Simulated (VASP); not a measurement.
Consider the following.

```
W
1.0
   -2.47610     2.47610     1.35099
    2.47610    -2.47610     1.35099
    2.47610     2.47610    -1.35099
W
2
Direct
  0.75000   0.25000   0.50000
  0.00000   0.00000   0.00000
```

Level of theory: r2SCAN meta-GGA, VASP's PBE PAW potentials (set 64) (plane waves; VASP). Settings: 400 eV cut-off, 14×14×14 Γ-centred mesh, first-order Methfessel-Paxton smearing of 0.10 eV, potentials W_sv.

Energy and stress use the plane-wave basis of the starting cell.

Task: The ions, cell shape and volume are relaxed. Which structure does the run end with?

Result: 
```
W
1.0
   -2.54838     2.54838     1.34034
    2.54838    -2.54838     1.34034
    2.54838     2.54838    -1.34034
W
2
Direct
  0.75000   0.25000   0.50000
  0.00000   0.00000   0.00000
```
Space group I4_1/amd (141), at a tolerance of 0.03 Å.

Task: How do energy and volume change from the first to the last step?

Result: The energy (σ→0) changes by -45.1 meV/atom and the volume by +5.1 %, in 10 ionic steps.

The structure was generated: W was put into the beta-Sn type (I4_1/amd), which need not be its known phase. This run relaxes it. Symmetry was kept, so distortions that lower it aren't found.
